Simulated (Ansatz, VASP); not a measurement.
# As (arsenene, 1 layer): VASP beside Ansatz, part 2 of 2

Wanted: the spread between two codes on one cell, functional and k mesh. Of the first pair: The structure shown is the start of the Ansatz relaxation below; VASP solves that cell, so the two are compared at the walk's first step.

VASP 6.6.1 and Ansatz 0.2.0.

So far: The structure; Ansatz: relaxation, PBE; VASP: single point, PBE, start cell, pair 1.

### 3. VASP: single point, PBE, start cell, pair 1 (continued)

Level of this step: PBE; plane waves and PAW (As) (VASP).

Numbers of over 12 decimals in the logs are rounded to 6 here.

Parts of OUTCAR (step 3):

```text
ion  position               nearest neighbor table
   1  0.667  0.333  0.462-   2 2.51   2 2.51   2 2.51
   2  0.333  0.667  0.538-   1 2.51   1 2.51   1 2.51

  LATTYP: Found a hexagonal cell.
 ALAT       =     3.6100000000
 C/A-ratio  =     5.0969529086

 Subroutine GETGRP returns: Found 12 space group operations
 (whereof 12 operations were pure point group operations)

The static configuration has the point symmetry D_3d.

 Found     19 irreducible k-points:

   k-points           NKPTS =     19   k-points in BZ     NKDIM =     19   number of bands    NBANDS=     11

   dimension x,y,z NGX =    24 NGY =   24 NGZ =  120
   dimension x,y,z NGXF=    48 NGYF=   48 NGZF=  240

   ENCUT  =  400.0 eV  29.40 Ry    5.42 a.u.   5.89  5.89 30.01*2*pi/ulx,y,z

   NELECT =      10.0000    total number of electrons

 k-points in reciprocal lattice and weights: Automatic mesh
   0.00000000  0.00000000  0.00000000       0.007
   0.08333333 -0.00000000  0.00000000       0.042
   0.16666667  0.00000000  0.00000000       0.042
   0.25000000 -0.00000000  0.00000000       0.042
   0.33333333  0.00000000  0.00000000       0.042
   0.41666667 -0.00000000  0.00000000       0.042
   0.50000000 -0.00000000  0.00000000       0.021
   0.08333333  0.08333333  0.00000000       0.042
   0.16666667  0.08333333  0.00000000       0.083
[...]
0.33333333  0.25000000  0.00000000       0.083
   0.33333333  0.33333333  0.00000000       0.014

 dipolmoment           0.000000      0.000000     -0.000000 electrons x Angstroem

 average (electrostatic) potential at core
       1 -57.5609       2 -57.5609

 E-fermi :  -2.5408

 k-point     1 :       0.0000    0.0000    0.0000
  band No.  band energies     occupation
      1     -16.7529      2.00000
      2     -10.4973      2.00000
      3      -3.8729      2.00000
      4      -3.3155      2.00000
      5      -3.3155      2.00000
      6      -1.3937      0.00000
      7       0.1632      0.00000
      8       0.1632      0.00000
      9       1.5563      0.00000
     10       1.7281      0.00000
    ...

 k-point     2 :       0.0833   -0.0000    0.0000
  band No.  band energies     occupation
      1     -16.6613      2.00000
      2     -10.4858      2.00000
      3      -4.2029      2.00000
      4      -3.8289      2.00000
      5      -3.5201      2.00000
      6      -0.7718      0.00000
      7       0.0492      0.00000
      8       0.3706      0.00000
      9       1.6877      0.00000
     10       1.8393      0.00000
    ...

 k-point     3 :       0.1667    0.0000    0.0000
  band No.  band energies     occupation
      1     -16.3891      2.00000
      2     -10.4984      2.00000
      3      -5.5099      2.00000
      4      -3.9741      2.00000
      5      -3.7351      2.00000
      6      -1.0750      0.00000
      7       0.7241      0.00000
      8       0.7785      0.00000
      9       2.0084      0.00000
     10       2.1849      0.00000
    ...

  Total       -0.0517957     -0.0517957     -0.0701616      0.0000000      0.0000000      0.0000000
  in kB       -0.3996144     -0.3996145     -0.5413115      0.0000000      0.0000000      0.0000000
  external PRESSURE =      -0.4468468 kB  Pullay stress =       0.0000000 kB

  energy-cutoff  :      400.00
  volume of cell :      207.66
      direct lattice vectors                 reciprocal lattice vectors
     3.610000000  0.000000000  0.000000000     0.277008310  0.159930808  0.000000000
    -1.805000000  3.126352000  0.000000000     0.000000000  0.319861615  0.000000000
     0.000000000  0.000000000 18.400000000     0.000000000  0.000000000  0.054347826

 POSITION                                       TOTAL-FORCE (eV/Angst)
 -----------------------------------------------------------------------------------
      1.80500      1.04212      8.50000        -0.000000      0.000000      0.045601
     -0.00000      2.08423      9.90000         0.000000      0.000000     -0.045601
 -----------------------------------------------------------------------------------
    total drift:                                0.000115      0.000199     -0.000000

  FREE ENERGIE OF THE ION-ELECTRON SYSTEM (eV)
  ---------------------------------------------------
  free  energy   TOTEN  =        -9.3332266165 eV

  energy  without entropy=       -9.3332266070  energy(sigma->0) =       -9.33322661

 vacuum level on the upper side and lower side of the slab         2.036         2.036

 total charge
# of ion       s       p       d       tot
------------------------------------------
    1        1.295   1.368   0.041   2.704
    2        1.295   1.368   0.041   2.704
--------------------------------------------------
tot          2.591   2.736   0.081   5.408

[... 3 further parts left out ...]
```

The gap is read on the k-mesh alone, so it is an upper bound where the band edges lie off the mesh.

### 4. Differences

Known differences besides the potentials themselves: the data sets hold 30 valence electrons in Ansatz (on its default PAW (the set named soft_2) files) and 10 in VASP; the cutoff is 420 eV in Ansatz and 400 eV in VASP. Total energies have different zeros and are not compared.

Forces (eV/Å; atoms numbered as in POSCAR):

```csv
atom,"Ansatz x, y, z","VASP x, y, z"
As1,"0.000, 0.000, 0.129","0.000, 0.000, 0.046"
As2,"0.000, 0.000, -0.129","0.000, 0.000, -0.046"
```

The forces differ by 48 meV/Å r.m.s., which is 183.6 % of the r.m.s. force of 0.026 eV/Å (both taken over all components). Where the cell holds vacuum, a pressure given here is an average over it and none of the material.

### 5. What the set-up changes

Further runs change the set-up of one program: Ansatz's method, potentials or start, or VASP's data sets, cutoff or form of LDA. The table gives that difference for each run.

```csv
run,r.m.s. force difference (meV/Å)
as above,48
VASP with the data sets As_d and a cutoff of 520 eV,15
```

### 6. Ansatz: relaxation, PBE

This run makes the geometry at which the two programs are then compared.

The structure compared here is the end of the Ansatz relaxation.

This is the run of step 2 again, met here at its other cell.

### 7. VASP: single point, PBE, cell relaxed in part, pair 2

The same cell, functional, mesh and smearing now go to VASP, with its own data sets.

Contents of INCAR:

```
SYSTEM = As
PREC = Accurate
ENCUT = 500
EDIFF = 1E-06
NELM = 120
ISMEAR = -1
SIGMA = 0.05
LREAL = .FALSE.
ALGO = Normal
GGA = PE
NBANDS = 11
LORBIT = 11
LWAVE = .FALSE.
LCHARG = .FALSE.
ISIF = 2
LDIPOL = .TRUE.
IDIPOL = 3
DIPOL = 0.5 0.5 0.5
LVHAR = .TRUE.
LASPH = .TRUE.
GGA_COMPAT = .FALSE.
EFERMI = MIDGAP
NELMDL = -8
```

Contents of POSCAR:

```
As
1.0
    3.6075445749      0.0000000000      0.0000000000
   -1.8037722875      3.1242252472      0.0000000000
    0.0000000000      0.0000000000     18.4000000000
As
2
Direct
    0.6666666666      0.3333333332      0.4622142207
    0.3333333332      0.6666666666      0.5377857793
```

Contents of KPOINTS:

```
Automatic mesh
0
Gamma
12 12 1
0 0 0
```

The projector-augmented-wave data sets are As (PBE family, release 64).

On the command line:

```console
mpirun -np 1 vasp_std
```

What it wrote:

```text
[... set-up lines as in an earlier step ...]
 entering main loop
       N       E                     dE             d eps       ncg     rms          rms(c)
DAV:   1     0.571930843182E+02    0.57193E+02   -0.29344E+03   418   0.585E+02
DAV:   2    -0.391685957353E+01   -0.61110E+02   -0.56003E+02   665   0.972E+01
DAV:   3    -0.933379365155E+01   -0.54169E+01   -0.54040E+01   596   0.381E+01
DAV:   4    -0.939336654739E+01   -0.59573E-01   -0.59561E-01   523   0.458E+00
[...]
DAV:  19    -0.933317928006E+01   -0.68449E-05   -0.13440E-07   499   0.114E-03    0.540E-04
DAV:  20    -0.933318661608E+01   -0.73360E-05   -0.47298E-07   460   0.151E-03    0.266E-04
DAV:  21    -0.933318674564E+01   -0.12956E-06   -0.30856E-09   378   0.208E-04
   1 F= -.93331867E+01 E0= -.93331867E+01  d E =-.691312E-08
```

From OUTCAR (step 7):

```text
  Total        0.0460141      0.0460141      0.1151900     -0.0000000      0.0000000      0.0000000
  in kB        0.3554919      0.3554919      0.8899253     -0.0000000      0.0000000      0.0000000
  external PRESSURE =       0.5336363 kB  Pullay stress =       0.0000000 kB

 POSITION                                       TOTAL-FORCE (eV/Angst)
 -----------------------------------------------------------------------------------
      1.80377      1.04141      8.50474        -0.000000     -0.000000     -0.084064
     -0.00000      2.08282      9.89526         0.000000      0.000000      0.084064
 -----------------------------------------------------------------------------------
    total drift:                                0.000000      0.000000      0.000000

  FREE ENERGIE OF THE ION-ELECTRON SYSTEM (eV)
  ---------------------------------------------------
  free  energy   TOTEN  =        -9.3331867456 eV

  energy  without entropy=       -9.3331867387  energy(sigma->0) =       -9.33318674

[... 1 part as in an earlier step ...]

[... 2 further parts left out ...]
[key lines of the parts left out:]
E-fermi :  -2.5638
```

### 8. Side by side

What differs besides the data sets and the points named for the pairs above, as far as they apply: the data sets hold 30 valence electrons in Ansatz (on its default PAW (the set named soft_2) files) and 10 in VASP; the cutoff is 420 eV in Ansatz and 500 eV in VASP; Ansatz's pressure holds a Pulay correction, VASP's none. Total energies have different zeros and are not compared.

Both answers:

```csv
quantity,Ansatz,VASP,difference
pressure (GPa),-0.02,0.05,-0.07
gap on the k mesh (eV),1.640,1.642,-0.002
```

Forces (eV/Å; atoms numbered as in POSCAR):

```csv
atom,"Ansatz x, y, z","VASP x, y, z"
As1,"0.000, 0.000, 0.002","0.000, 0.000, -0.084"
As2,"0.000, 0.000, -0.002","0.000, 0.000, 0.084"
```

The forces differ by 50 meV/Å r.m.s., where the r.m.s. force is 0.001 eV/Å in Ansatz and 0.049 eV/Å in VASP: the atoms lie near their places of rest in Ansatz, so a percentage would say little (all taken over all components). A gap on the mesh is an upper bound, since the band edges may lie between its points. Where the cell holds vacuum, a pressure given here is an average over it and none of the material.

### 9. What came out

```json
{"r.m.s. force difference (single point, PBE, start cell, pair 1)": "48 meV/Å", "r.m.s. force difference (single point, PBE, cell relaxed in part, pair 2)": "50 meV/Å"}
```

The r.m.s. force difference is 50 meV/Å (single point, PBE, cell relaxed in part, pair 2), beyond the 12 meV/Å picked in this series as the mark of a large difference. The data sets hold unlike numbers of valence electrons (30 in Ansatz and 10 in VASP), so part of the differences may come from the potentials. Single point, PBE, start cell, pair 1, VASP with the data sets As_d and a cutoff of 520 eV: r.m.s. force difference goes from 48 to 15 meV/Å. What causes the difference of the single point, PBE, cell relaxed in part, pair 2 pair stays open here. How closely two codes agree says nothing of how well the functional describes the real material.

[Lines on the potential files, build, host, timing and source positions are cut from VASP's logs without a mark.]

[Logs are printed without paths, hosts, clocks, repeated set-up lines and the standing remarks that a program may print on its own settings, such as how far it seeks lower states.]

[Hosts, paths, dates, database ids (printed as entryN), source tags and the programs' standing remarks are cut or masked in the printed files.]
